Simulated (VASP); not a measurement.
Data:

```yaml
crystal:
  lattice:
    - [-1.91594, 1.91594, 1.91594]
    - [1.91594, -1.91594, 1.91594]
    - [1.91594, 1.91594, -1.91594]
  atoms:
    - { symbol: Lu, position: [0.00000, 0.00000, 0.00000] }
```

Level of theory: PBEsol GGA, VASP's PBE PAW potentials (set 64) (plane waves; VASP). Settings: 400 eV cut-off, Gaussian smearing of 0.050 eV, potentials Lu_3.

Question: Give the energies of bands 4 to 7 at the high-symmetry points, in eV from the Fermi level.

Answer: 
```csv
band,Γ,H,N,P
4,-6.32,-1.65,-2.66,-0.24
5,2.14,-1.65,0.31,-0.24
6,2.14,5.96,0.60,-0.24
7,2.14,5.96,4.26,4.31
```

It has no gap at this level: it comes out as a metal or semimetal.

The structure was generated: Lu was put into the bcc type (Im-3m), which need not be its known phase. It was relaxed first, which changed the volume by -5 %.
